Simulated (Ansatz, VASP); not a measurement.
# PbO in two plane-wave programs, part 3 of 3

Aim: how closely do two programs agree when they are given the same cell, functional and k mesh? The cell is taken from a series of VASP runs on this material, whose earlier steps may have relaxed, scaled or displaced it; both programs get it as it stands.

VASP 6.6.1 and Ansatz 0.2.0.

So far: Starting point; VASP: zone-centre phonons, LDA.

### 3. Ansatz: zone-centre phonons, LDA

Level of this step: Ansatz beside VASP: Kohn-Sham DFT, plane waves, LDA (Ansatz).

Ansatz runs on its default PAW (the set named soft_2) files.

The same cell, functional (in two slightly different forms) and mesh now go to Ansatz, which takes its cutoff from its data sets.

Contents of input.yaml:

```yaml
crystal:
  lattice:
    - [3.99, 0.0, 0.0]
    - [0.0, 3.99, 0.0]
    - [0.0, 0.0, 5.01]
  atoms:
    - { symbol: Pb, position: [0.0, 0.5, 0.2333557641] }
    - { symbol: Pb, position: [0.5, 0.0, 0.7666442359] }
    - { symbol: O, position: [0.0, 0.0, 0.0] }
    - { symbol: O, position: [0.5, 0.5, 0.0] }
hamiltonian:
  xc: lda
  pseudopotentials: { kind: paw }
kpoints:
  mp_grid: { grid: [10, 10, 8] }
scf:
  occupations: { method: fixed }
phonons:
  method: dfpt
  qpoints: [[0, 0, 0]]
  dielectric: true
  rigid_motions: translations
```

On the command line:

```bash
$ ansatz run input.yaml --threads 4 --pin off --max-ram 9216MiB --backend cpu --events-out ev --progress --plain --runs-dir out
```

Numbers of over 12 decimals in the logs are rounded to 6 here.

Log:

```text
Engine: ansatz 0.2.0, aarch64-unknown-linux-gnu
Pseudopotentials: kind: paw
Pseudopotential: Pb, paw, valence charge 14, recommended cutoff 420 eV (normal), Pb.paw.azcp
Pseudopotential: O, paw, valence charge 6, recommended cutoff 420 eV (normal), O.paw.azcp
Functional definition: SPW92
  exchange = slater_x
  correlation = pw_c
Crystal: 4 atoms, lattice volume = 79.760 Å³
Basis set: ecut = 420 eV, 1569 PW (Γ), exchange–correlation on 60×60×72 points (8 copies of the dense FFT grid, shifted against one another)
Bands: 24, of which v1, the nominal top of the filled ones, is band 20 counted from 1 (19 counted from 0)
Symmetry: 16 space group operations
k-points: 252 of 800 (irreducible under 2 space group operations, time reversal used)
Non-local potential: Pb, projectors of the file, l = 0: 2, l = 1: 2, l = 2: 2, l = 3: 2
Non-local potential: O, projectors of the file, l = 0: 2, l = 1: 2, l = 2: 1
PAW form: soft (Blöchl's): semilocal exchange-correlation on the pseudo side does not see the compensation charge
PAW frozen core: Pb, regenerated for the run's functional, and the local potential with it (the file was generated under x = pbe(κ = 0.804, μ = 0.219515), c = pbe(β = 0.066725))
PAW frozen core: O, regenerated for the run's functional, and the local potential with it (the file was generated under x = pbe(κ = 0.804, μ = 0.219515), c = pbe(β = 0.066725))
PAW one-centre angular grid: Pb, 590 points (default); XC on 64 Gauss nodes
PAW one-centre angular grid: O, 110 points (default); XC on 64 Gauss nodes
Initial density: superposition of atomic densities (neutral atoms: chi_scale 0, normalization atom), corrected by the library's trained network
Initial wavefunctions: pseudopotential atomic-orbital guess
Functional: x = slater, c = lda
SCF iter   1: F=—  HF=-24314.589494 eV  |F-HF|=—  |Δ(HF+E_count)|=         —  Δρ=1.42e-2  dr2=1.63e-1  ethr=1.77e-3  ⟨swp⟩=5.0  Hψ=22978  notcnv=0  defer=482
preconditioner: auto → Resta (q_TF=auto, 2.432 Å⁻¹)  ε∞=4.0  [insulator: Δε(μ)=1.103 eV  Ē_g=15.129 eV  n_scr=18 (ndim 8)  ℏωp=26.3 eV  f_vac=0.038  ε∞_Penn≈4.0]
SCF iter   2: F=—  HF=-24314.562599 eV  |F-HF|=—  |Δ(HF+E_count)|=   2.69e-2  Δρ=6.86e-3  dr2=2.80e-2  ethr=4.06e-4  ⟨swp⟩=2.1  Hψ=10069  notcnv=0  defer=498
SCF iter   3: F=—  HF=-24314.556571 eV  |F-HF|=—  |Δ(HF+E_count)|=   6.03e-3  Δρ=1.79e-3  dr2=1.61e-3  ethr=7.01e-5  ⟨swp⟩=2.0  Hψ=8092  notcnv=0  defer=500
SCF iter   4: F=—  HF=-24314.555995 eV  |F-HF|=—  |Δ(HF+E_count)|=   5.76e-4  Δρ=3.00e-4  dr2=7.31e-5  ethr=4.03e-6  ⟨swp⟩=2.0  Hψ=11092  notcnv=0  defer=500
SCF iter   5: F=—  HF=-24314.555989 eV  |F-HF|=—  |Δ(HF+E_count)|=   6.33e-6  Δρ=5.91e-5  dr2=4.91e-6  ethr=1.83e-7  ⟨swp⟩=2.0  Hψ=8008  notcnv=0  defer=482
SCF iter   6: F=—  HF=-24314.555989 eV  |F-HF|=—  |Δ(HF+E_count)|=   1.45e-7  Δρ=2.35e-5  dr2=7.89e-7  ethr=1.23e-8  ⟨swp⟩=1.9  Hψ=8129  notcnv=0  defer=423
SCF iter   7: F=—  HF=-24314.555989 eV  |F-HF|=—  |Δ(HF+E_count)|=   5.19e-8  Δρ=3.97e-6  dr2=1.11e-8  ethr=1.97e-9  ⟨swp⟩=2.2  Hψ=7833  notcnv=0  defer=315
SCF iter   8: F=—  HF=-24314.555989 eV  |F-HF|=—  |Δ(HF+E_count)|=   2.44e-9  Δρ=8.68e-7  dr2=9.49e-10  ethr=2.77e-11  ⟨swp⟩=2.1  Hψ=10611  notcnv=0  defer=314
SCF iter   9: F=-24314.555989 eV  HF=-24314.555989 eV  |F-HF|=2.55e-11  |Δ(HF+E_count)|=  4.00e-11  Δρ=2.29e-7  dr2=5.36e-11  ethr=1.00e-12  ⟨swp⟩=9.8  Hψ=42275  notcnv=0
SCF 1 converged in 9 iterations: F = -24314.555989 eV  dr2 = 5.36e-11
  greatest PAW one-centre occupation: 0.984 electrons in one spin orbital (limit 2), on the Pb atom at site 1 (counted from 0), in its partial waves of l = 2
DFPT response loops at Γ: preconditioner auto → Resta (q_TF=auto, 2.432 Å⁻¹)  ε∞=6.9 (no band partly filled); β = 1.00, the filter's whole step (`scf.mixing.beta` (0.50) is not read by the response loops at its default; to damp them type it under 1.00, their step now; it binds the ground state too); Broyden in place of MSR1
── the response to a field inside a basis, on 10×10×8 k-points: an SCF that follows is theirs, and a resumed run solves both again ──
Bands: 21, of which v1, the nominal top of the filled ones, is band 20 counted from 1 (19 counted from 0)
k-points: 60 of 800
Initial density: handed on by an earlier stage of this run
Initial wavefunctions: pseudopotential atomic-orbital guess (no wavefunctions were taken with the density)
Eigensolver: Dense (60 Hₖ)
SCF iter   1: F=—  HF=-24314.553355 eV  |F-HF|=—  |Δ(HF+E_count)|=         —  Δρ=5.40e-4  dr2=3.97e-5  ethr=1.00e-1
preconditioner: auto → Resta (q_TF=auto, 2.432 Å⁻¹)  ε∞=4.6  [insulator: Δε(μ)=1.472 eV  Ē_g=13.790 eV  n_scr=18 (ndim 8)  ℏωp=26.3 eV  f_vac=0.037  ε∞_Penn≈4.6]
SCF iter   2: F=—  HF=-24314.553346 eV  |F-HF|=—  |Δ(HF+E_count)|=   8.92e-6  Δρ=2.51e-4  dr2=1.82e-5  ethr=9.92e-8
SCF iter   3: F=—  HF=-24314.553343 eV  |F-HF|=—  |Δ(HF+E_count)|=   2.26e-6  Δρ=1.26e-4  dr2=1.98e-6  ethr=4.55e-8
SCF iter   4: F=-24314.553343 eV  HF=-24314.553343 eV  |F-HF|=6.04e-10  |Δ(HF+E_count)|=   3.52e-7  Δρ=3.97e-6  dr2=7.73e-9  ethr=4.94e-9
SCF 1 converged in 4 iterations: F = -24314.553343 eV  dr2 = 7.73e-9
DFPT response loops at Γ: preconditioner auto → Resta (q_TF=auto, 2.432 Å⁻¹)  ε∞=6.4 (no band partly filled); β = 1.00, the filter's whole step (`scf.mixing.beta` (0.50) is not read by the response loops at its default; to damp them type it under 1.00, their step now; it binds the ground state too); Broyden in place of MSR1
SCF converged after 9 iterations
Free energy (F): -24314.555989 eV
Harris-Foulkes:  -24314.555989 eV  (|F-HF|=2.55e-11)
Internal energy: -24314.555989 eV  (E = F + TS)
E sigma→0 (E₀):  -24314.555989 eV
Fermi energy:    8.061119 eV
--- Per-component energies (eV) ---
  E_band       = -118.468092
  E_kinetic    = 926.627002
  E_local      = -3149.131679  (includes V_loc(G=0)·N_el)
  E_nonlocal   = 810.155886
  E_hartree    = 1247.662909
  E_xc         = -582.423621
  E_vxc        = -452.536151  (∫ρ·V_xc dr)
  E_paw        = -20500.840602  (= ΣΔE_a)
  E_vpaw       = -748.913761  (= ΣTr[D̂ρ^β])
  E_aug_tail   = 0.004898  (compensation charges beyond the density's cutoff)
  E_ewald      = -3066.649197
  E_core_change = 0.038416  (= ΣΔE_core)
  E_smearing   = -0.000000  (= −TS)
  E_closure    = 0.000000  (closes the sum)
  Σ components = -24314.555989   (vs F -24314.555989, Δ=0.00e0)
--- Band table (eV; the first three rows and the last of 252) ---
  k-point 0: bands = [... 16 lower, 6.3494, 6.3494, 6.3800, 8.0338, 10.3513, 13.3443, 13.7426, 13.7426]
  k-point 1: bands = [... 16 lower, 6.3462, 6.3462, 6.3735, 7.9690, 10.2000, 13.2529, 13.2529, 13.3042]
  k-point 2: bands = [... 16 lower, 6.3373, 6.3373, 6.3585, 7.7448, 9.9478, 12.6387, 12.6387, 12.9301]
  k-point 251: bands = [... 16 lower, 5.8699, 5.8699, 6.9969, 6.9969, 11.5823, 11.5823, 12.7474, 12.7474]
--- Phonons (Γ-DFPT): 4 representative perturbations + reference, on 252 of 800 k-points (Σ response iterations 13) ---
  k mesh reduced under 2 symmetry operations, with k and −k counted as one. Each operation leaves every solved perturbation unchanged. A smaller set is not considered because the run solves the response to a homogeneous field
  ASR residual: 1.188e-4 → 0.000e0 eV/Å²; symmetrization residual: 5.285e-6 eV/Å²
  ASR residual per site (eV/Å²): 6.51e-5 6.51e-5 1.19e-4 1.19e-4
  Γ frequencies (cm⁻¹): 0.00 0.00 0.00 83.40 83.40 145.45 251.46 251.46 345.26 390.23 400.96 400.96
  ε∞ (high-frequency dielectric tensor):
        6.707304     0.000000     0.000000
        0.000000     6.707304     0.000000
        0.000000     0.000000     6.101757
  ε⁰ (static dielectric tensor: ions relaxed, cell fixed):
       19.921707    -0.000000    -0.000000
       -0.000000    19.921707     0.000000
       -0.000000     0.000000     8.806321
  ε⁰ − ε∞ (ionic part):
       13.214403    -0.000000    -0.000000
       -0.000000    13.214403     0.000000
       -0.000000     0.000000     2.704564
  softest optical mode at Γ: 83.40 cm⁻¹; the repairs (sum rule, projections) moved no ω² at Γ by more than (1.76 cm⁻¹)²
  Born effective charges Z* (e; rows j = field, columns β = displacement):
    site 0:
         3.17141    0.00000    0.00000
        -0.00000    3.17141   -0.00000
         0.00000    0.00000    2.22656
    site 1:
         3.17141    0.00000   -0.00000
        -0.00000    3.17141    0.00000
        -0.00000    0.00000    2.22656
    site 2:
        -3.17141   -0.00000    0.00000
         0.00000   -3.17141    0.00000
         0.00000    0.00000   -2.22656
    site 3:
        -3.17141   -0.00000   -0.00000
         0.00000   -3.17141    0.00000
         0.00000   -0.00000   -2.22656
  Z* charge neutrality: 1.947e-3 e pre-enforcement
  solved inside a basis spanned on kpoints, on 10×10×8 k-points, its susceptibility summed on 14×14×12: ε∞ is read to err by 2.0e-2, Z* by 1.7e-2 e (field_mesh: kpoints solves on kpoints); Z* is corrected for what the basis lacks
  optical modes at Γ without the LO–TO term, one row a degenerate level:
      ω (cm⁻¹)  modes    IR ((D/Å)²/amu)
         83.40      2             0.0000
        145.45      1             0.0000
        251.46      2            62.4939
[...]
optical modes at Γ + LO–TO along q̂ = [1.0000, 0.0000, 0.0000]:
      ω (cm⁻¹)  modes    IR ((D/Å)²/amu)
[...]
optical modes at Γ + LO–TO along q̂ = [0.0000, 1.0000, 0.0000]:
      ω (cm⁻¹)  modes    IR ((D/Å)²/amu)
[...]
400.96      2             0.0000
        433.37      1            31.2470
  optical modes at Γ + LO–TO along q̂ = [0.0000, 0.0000, 1.0000]:
      ω (cm⁻¹)  modes    IR ((D/Å)²/amu)
         83.40      2             0.0000
        145.45      1             0.0000
        251.46      2            62.4939
        345.26      1             0.0000
        400.96      2             0.0000
        468.81      1            15.4018
--- Phonons (arbitrary-q DFPT): 1 explicit q-point ---
  q = [0, 0, 0] (of the zone-centre solve; hermiticity 8.21e-7, symmetrization 4.11e-7): -0.00 0.00 0.00 83.40 83.40 145.45 251.46 251.46 345.26 390.23 400.96 400.96
  sum rule: each row above includes the acoustic sum rule's correction from the zone centre's row sums; it moved no ω² by more than (1.42 cm⁻¹)²
```

Run time: 2.2 min. Hardware: 4 threads of Arm Neoverse V1, shared host; peak memory 2.2 GiB.

The column dr2 measures how far the density is from self-consistency, as an energy; F and HF (Harris–Foulkes) agree once it is small.

### 4. Differences

Known differences besides the potentials themselves: the two LDA forms differ slightly; the cutoff is 420 eV in Ansatz and 520 eV in VASP; VASP's log shows a relativistic correction to its local exchange, Ansatz's none. Total energies have different zeros and are not compared.

Both answers:

```tsv
quantity	Ansatz	VASP	difference
ε∞ xx	6.71	6.71	-0.11 %
ε∞ yy	6.71	6.71	-0.11 %
ε∞ zz	6.10	6.12	-0.32 %
Born charge of Pb1 (mean of the diagonal) (e)	2.86	2.85	0.00
Born charge of O3 (mean of the diagonal) (e)	-2.86	-2.85	0.00
optical mode 1 to 2 (cm⁻¹)	83.4	84.5	-1.28 %
optical mode 3 (cm⁻¹)	145.4	146.1	-0.46 %
optical mode 4 to 5 (cm⁻¹)	251.5	256.7	-2.04 %
optical mode 6 (cm⁻¹)	345.3	347.8	-0.74 %
optical mode 7 (cm⁻¹)	390.2	392.2	-0.50 %
optical mode 8 to 9 (cm⁻¹)	401.0	404.3	-0.83 %
```

Modes are paired by rising frequency and degeneracy, not by their patterns, so a pair may still set unlike modes beside each other.

### 5. Results

```
r.m.s. difference of the optical zone-centre modes, each program's sorted by frequency (zone-centre phonons, LDA) : 3.2 cm⁻¹
difference in optical mode 4 to 5 (zone-centre phonons, LDA)                                                      : -2.0 %
```

In words: The r.m.s. difference of the optical zone-centre modes, each program's sorted by frequency is 3.2 cm⁻¹ (zone-centre phonons, LDA). Among the rows given in per cent, the largest difference of the zone-centre phonons, LDA pair is in optical mode 4 to 5, -2.0 %. Such differences can come from data sets, numerical settings and the points named under the comparisons, not from the functional's error against experiment.

[Lines on the potential files, build, host, timing and source positions are cut from VASP's logs without a mark.]

[Logs are printed without paths, hosts, clocks, repeated set-up lines and the standing remarks that a program may print on its own settings, such as how far it seeks lower states.]

[Hosts, paths, dates, database ids (printed as entryN), source tags and the programs' standing remarks are cut or masked in the printed files.]
